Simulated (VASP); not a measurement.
All values below come from PBEsol GGA, VASP's PBE PAW potentials (set 64) (plane waves; VASP 6.6.1).

Input for VASP

File POSCAR:
```
LaHg2
1
    4.9580000000     0.0000000000     0.0000000000
   -2.4790000000     4.2937540000     0.0000000000
    0.0000000000     0.0000000000     3.6400000000
La Hg
1 2
Direct
  0.0000000000   0.0000000000   0.0000000000
  0.3333330000   0.6666670000   0.5000000000
  0.6666670000   0.3333330000   0.5000000000
```

INCAR:
```
! general
SYSTEM =LaHg2
PREC   =Accurate
ENCUT  =300
LREAL  =F   ! projection in real space or not
LASPH  =T   ! aspherical one-centre terms

! electronic loop
EDIFF  =1E-6
NELM   =100
ALGO   =Normal   ! blocked Davidson
LMAXMIX=6

! smearing
ISMEAR =0
SIGMA  =0.1   ! width (eV)

! functional
GGA    =PS

! ions
ISIF   =2

! output
LWAVE  =F
LCHARG =F
```

File KPOINTS:
```
Automatic mesh
0
G
  4 4 4
0 0 0
```

POTCAR, in this order: La Hg (PBE.64 set). Program: vasp_std.

The resulting files:

### OUTCAR
```
 ion  position               nearest neighbor table
   1  0.000  0.000  0.000-   2 3.39   3 3.39   2 3.39   3 3.39   3 3.39   3 3.39   2 3.39   2 3.39
                             3 3.39   3 3.39   2 3.39   2 3.39
   2  0.333  0.667  0.500-   3 2.86   3 2.86   3 2.86   1 3.39   1 3.39   1 3.39   1 3.39   1 3.39
                             1 3.39
   3  0.667  0.333  0.500-   2 2.86   2 2.86   2 2.86   1 3.39   1 3.39   1 3.39   1 3.39   1 3.39
                             1 3.39
  LATTYP: Found a hexagonal cell.
 ALAT       =     4.9580000000
 C/A-ratio  =     0.7341670028
 Subroutine PRICEL returns:
 Original cell was already a primitive cell.
 Subroutine GETGRP returns: Found 24 space group operations
The static configuration has the point symmetry D_6h.
The dynamic configuration has the point symmetry D_6h.
 Subroutine INISYM returns: Found 24 space group operations
 Subroutine IBZKPT returns following result:
 Found     12 irreducible k-points:

 Following reciprocal coordinates:
            Coordinates               Weight
  0.000000  0.000000  0.000000      1.000000
  0.250000  0.000000  0.000000      6.000000
  0.500000  0.000000  0.000000      3.000000
  0.250000  0.250000  0.000000      6.000000
  0.000000  0.000000  0.250000      2.000000
  0.250000  0.000000  0.250000     12.000000
  0.500000  0.000000  0.250000      6.000000
  0.250000  0.250000  0.250000     12.000000
  0.000000  0.000000  0.500000      1.000000
  0.250000  0.000000  0.500000      6.000000
  0.500000  0.000000  0.500000      3.000000
  0.250000  0.250000  0.500000      6.000000
   k-points           NKPTS =     12   k-points in BZ     NKDIM =     12   number of bands    NBANDS=     21
   number of dos      NEDOS =    301   number of ions     NIONS =      3
   total plane-waves  NPLWV =  18816
   dimension x,y,z NGX =    28 NGY =   28 NGZ =   24
   dimension x,y,z NGXF=    56 NGYF=   56 NGZF=   48
   ions per type =               1   2
   PREC   = accura    normal or accurate (medium, high low for compatibility)
   ISTART =      0    job   : 0-new  1-cont  2-samecut
   ICHARG =      2    charge: 1-file 2-atom 10-const
   ISPIN  =      1    spin polarized calculation?
   LNONCOLLINEAR =      F non collinear calculations
   LSORBIT =      F    spin-orbit coupling
   INIWAV =      1    electr: 0-lowe 1-rand  2-diag
   ENCUT  =  300.0 eV  22.05 Ry    4.70 a.u.   7.00  7.00  5.14*2*pi/ulx,y,z
   NELM   =    100;   NELMIN=  2; NELMDL= -5     # of ELM steps
   EDIFF  = 0.1E-05   stopping-criterion for ELM
   LREAL  =      F    real-space projection
   NLSPLINE    = F    spline interpolate recip. space projectors
   LMAXMIX     =    6 max onsite mixed and CHGCAR
   VOSKOWN=      0    Vosko Wilk Nusair interpolation
   EDIFFG = 0.1E-04   stopping-criterion for IOM
   NSW    =      0    number of steps for IOM
   NBLOCK =      1;   KBLOCK =      1    inner block; outer block
   IBRION =     -1    ionic relax: 0-MD 1-quasi-New 2-CG
   NFREE  =      0    steps in history (QN), initial steepest desc. (CG)
   ISIF   =      2    stress and relaxation
   ISYM   =      2    0-nonsym 1-usesym 2-fastsym
   TEIN   =    0.0    initial temperature
   TEBEG  =    0.0;   TEEND  =   0.0 temperature during run
   SMASS  =  -3.00    Nose mass-parameter (am)
   PSTRESS=    0.0 pullay stress
   NELECT =      35.0000    total number of electrons
   EFERMI =   0.00;   METHOD = LEGACY
   ISMEAR =     0;   SIGMA  =   0.10  broadening in eV -4-tet -1-fermi 0-gaus
   IALGO  =     38    algorithm
   LDIAG  =      T    sub-space diagonalisation (order eigenvalues)
   IMIX   =      4    mixing-type and parameters
     AMIX     =   0.40;   BMIX     =  1.00
     AMIX_MAG =   1.60;   BMIX_MAG =  1.00
     AMIN     =   0.10
   GGA     = PS    functional components
   VOSKOWN =     0    Vosko Wilk Nusair interpolation
...
```

OSZICAR:
```
       N       E                     dE             d eps       ncg     rms          rms(c)
DAV:   1     0.283128752138E+03    0.28313E+03   -0.10311E+04   504   0.153E+03
DAV:   2     0.538432014961E+02   -0.22929E+03   -0.21686E+03   600   0.306E+02
DAV:   3    -0.273971555192E+01   -0.56583E+02   -0.55608E+02   716   0.137E+02
DAV:   4    -0.867959478282E+01   -0.59399E+01   -0.55373E+01   832   0.442E+01
DAV:   5    -0.935693333027E+01   -0.67734E+00   -0.61968E+00   817   0.126E+01    0.656E+00
DAV:   6    -0.828671860820E+01    0.10702E+01   -0.92612E+00   769   0.247E+01    0.564E+00
DAV:   7    -0.827205404729E+01    0.14665E-01   -0.48684E-01   808   0.773E+00    0.321E+00
DAV:   8    -0.824805280797E+01    0.24001E-01   -0.12729E-01   681   0.278E+00    0.278E-01
DAV:   9    -0.824647164061E+01    0.15812E-02   -0.10057E-02   816   0.890E-01    0.153E-01
DAV:  10    -0.824624113741E+01    0.23050E-03   -0.72734E-03   843   0.626E-01    0.580E-02
DAV:  11    -0.824622543473E+01    0.15703E-04   -0.49140E-04   762   0.139E-01    0.469E-02
DAV:  12    -0.824624911242E+01   -0.23678E-04   -0.20068E-04   809   0.904E-02    0.233E-02
DAV:  13    -0.824626168182E+01   -0.12569E-04   -0.84841E-05   824   0.549E-02    0.650E-03
DAV:  14    -0.824625970389E+01    0.19779E-05   -0.81342E-06   803   0.199E-02    0.197E-03
DAV:  15    -0.824625965405E+01    0.49843E-07   -0.93089E-07   495   0.518E-03
   1 F= -.82462597E+01 E0= -.82398467E+01  d E =-.128258E-01
```

**OUTCAR**
```
------------------------ aborting loop because EDIFF is reached ----------------------------------------
  FORCE on cell =-STRESS in cart. coord.  units (eV):
  Direction    XX          YY          ZZ          XY          YZ          ZX
  --------------------------------------------------------------------------------------
  Total        0.2094047      0.2094047     -2.4026487      0.0000000      0.0000000      0.0000000
  in kB        4.3296409      4.3296410    -49.6770498      0.0000000      0.0000000      0.0000000
  external PRESSURE =     -13.6725893 kB  Pullay stress =       0.0000000 kB
  volume of cell :       77.49
      direct lattice vectors                 reciprocal lattice vectors
     4.958000000  0.000000000  0.000000000     0.201694232  0.116448218  0.000000000
    -2.479000000  4.293754000  0.000000000     0.000000000  0.232896435  0.000000000
     0.000000000  0.000000000  3.640000000     0.000000000  0.000000000  0.274725275
 POSITION                                       TOTAL-FORCE (eV/Angst)
 -----------------------------------------------------------------------------------
      0.00000      0.00000      0.00000         0.000000      0.000000      0.000000
     -0.00000      2.86250      1.82000         0.000000      0.000000      0.000000
      2.47900      1.43125      1.82000        -0.000000      0.000000      0.000000
 -----------------------------------------------------------------------------------
    total drift:                                0.000000      0.000000      0.000000
  FREE ENERGIE OF THE ION-ELECTRON SYSTEM (eV)
  ---------------------------------------------------
  free  energy   TOTEN  =        -8.2462596540 eV

  energy  without entropy=       -8.2334338101  energy(sigma->0) =       -8.23984673
```
(Selected blocks of OUTCAR.)

At this cut-off the stress carries a Pulay error, which pulls relaxed volumes low.

The structure comes from a measured LaHg2 entry of the Crystallography Open Database, whose conditions weren't checked. The cell was not relaxed at this level. The k-mesh is coarse (spacing up to 0.43 per Å, 2π included), so the numbers may not be converged in it. The run is one of a series of settings (KPOINTS 4×4×4 Γ-centred mesh against the base run), some of them coarse on purpose. The electron count is odd and the run is not spin-polarised, which forces a metal.
